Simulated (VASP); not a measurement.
All values below come from RPBE GGA, VASP's PBE PAW potentials (set 64) (plane waves; VASP 6.6.1).

The input files of a VASP run:

File KPOINTS:
```
Automatic mesh
0
Gamma
9 9 9
0 0 0
```

### INCAR
```
SYSTEM = AuAl2
PREC = Accurate
ENCUT = 520
EDIFF = 1E-7
NELM = 100
ALGO = Normal
LREAL = .FALSE.
LASPH = .TRUE.
ISMEAR = 1
SIGMA = 0.1
GGA = RP
LMAXMIX = 6
LWAVE = .FALSE.
LCHARG = .FALSE.
ISIF = 2
```

**POSCAR**
```
AuAl2
4.2653810
  0.0000000000   0.7071067497   0.7071067497
  0.7071067497   0.0000000000   0.7071067497
  0.7071067497   0.7071067497   0.0000000000
Al Au
2 1
Cartesian
  0.3535533749   0.3535533749   0.3535533749
  1.0606601246   1.0606601246   1.0606601246
  0.0000000000   0.0000000000   0.0000000000
```

POTCAR, in this order: Al Au (PBE.64 set). Program: vasp_std.

Unless said otherwise, spin-orbit coupling is left out, though it shifts the bands of the heavy elements here.

Estimate the energy per atom (σ→0), pressure, band gap (on the k-mesh).

The energy per atom (σ→0) is -3.627 eV/atom, the band gap (on the k-mesh) comes out as none (metal, semimetal or under 0.01 eV) and the pressure comes out as 3.22 GPa.

File OSZICAR:
```
...
DAV:   9    -0.108819921377E+02    0.63080E-03   -0.39652E-03   936   0.760E-01    0.198E-01
DAV:  10    -0.108822545768E+02   -0.26244E-03   -0.45490E-04   892   0.165E-01    0.364E-02
DAV:  11    -0.108822535232E+02    0.10536E-05   -0.85714E-06  1040   0.251E-02    0.145E-02
DAV:  12    -0.108822616631E+02   -0.81399E-05   -0.20750E-05   864   0.303E-02    0.592E-03
DAV:  13    -0.108822617645E+02   -0.10141E-06   -0.43043E-07  1052   0.744E-03    0.158E-03
DAV:  14    -0.108822618840E+02   -0.11952E-06   -0.10931E-07   648   0.239E-03    0.218E-04
DAV:  15    -0.108822618902E+02   -0.62066E-08   -0.53115E-09   488   0.830E-04
   1 F= -.10882262E+02 E0= -.10881881E+02  d E =-.114413E-02
```

The compound is AuAl2 in the fluorite structure. This cell is one point of a volume scan, at 0.97 of the reference volume. The electron count is odd and the run is not spin-polarised, which forces a metal.
